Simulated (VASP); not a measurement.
An input for Ansatz (written as the equivalent of a VASP run, and not itself run):

Ansatz 0.2 input:
```yaml
crystal:
  lattice:
    - [3.8920851, 0.0000000, 0.0000000]
    - [0.0000000, 3.8920851, 0.0000000]
    - [0.0000000, 0.0000000, 5.2199617]
  atoms:
    - { symbol: Sn, position: [0.5000000, 0.0000000, 0.7759825] }
    - { symbol: Sn, position: [0.0000000, 0.5000000, 0.2240175] }
    - { symbol: O, position: [0.5000000, 0.5000000, 0.0000000] }
    - { symbol: O, position: [1.0000000, 0.0000000, 1.0000000] }
kpoints:
  mp_grid: { grid: [5, 5, 4] }
hamiltonian:
  xc: revpbe
  pseudopotentials: { kind: paw }
scf:
  occupations: { method: gaussian, width: 0.05 }
  max_iter: 100
relax:
  max_steps: 60
  f_tol: 0.02
  cell: {}
output: { forces: true, stress: true, eigenvalues: true }
```

Task: Translate this input to VASP (INCAR, KPOINTS, POSCAR, choice of POTCAR).

Result: Several could match; the one computed here: 
File KPOINTS:
```
Automatic mesh
0
Gamma
5 5 4
0 0 0
```

File POSCAR:
```
SnO
1
    3.8920851309     0.0000000000     0.0000000000
    0.0000000000     3.8920851309     0.0000000000
    0.0000000000    -0.0000000000     5.2199616696
Sn O
2 2
Direct
  0.5000000000   0.0000000000   0.7759825385
  0.0000000000   0.5000000000   0.2240174615
  0.5000000000   0.5000000000   0.0000000000
  1.0000000000   0.0000000000   1.0000000000
```

**INCAR**
```
SYSTEM  =  SnO
PREC  =  Accurate; ENCUT  =  520; LREAL  =  .FALSE.
LASPH  =  .TRUE.
EDIFF  =  1E-6; NELM  =  100; ALGO  =  Normal
LMAXMIX  =  4
ISMEAR  =  0; SIGMA  =  0.05
GGA  =  RE
IBRION  =  2; NSW  =  60; ISIF  =  3
EDIFFG  =  -0.02
LWAVE  =  .FALSE.; LCHARG  =  .FALSE.
```

POTCAR, in this order: Sn_d O (PBE.64 set). Program: vasp_std.

The two are equivalent in intent, not identical: each code has its own PAW files, so the cut-off isn't converted (ENCUT is set for VASP's; basis.ecutwfc is left out, and Ansatz then takes the one that its files recommend); Ansatz stops its SCF on the density residual and VASP on the energy change (EDIFF).

The compound is SnO in the litharge structure. This run relaxes it. Symmetry was kept, so distortions that lower it aren't found. The start is the result of an earlier pass.
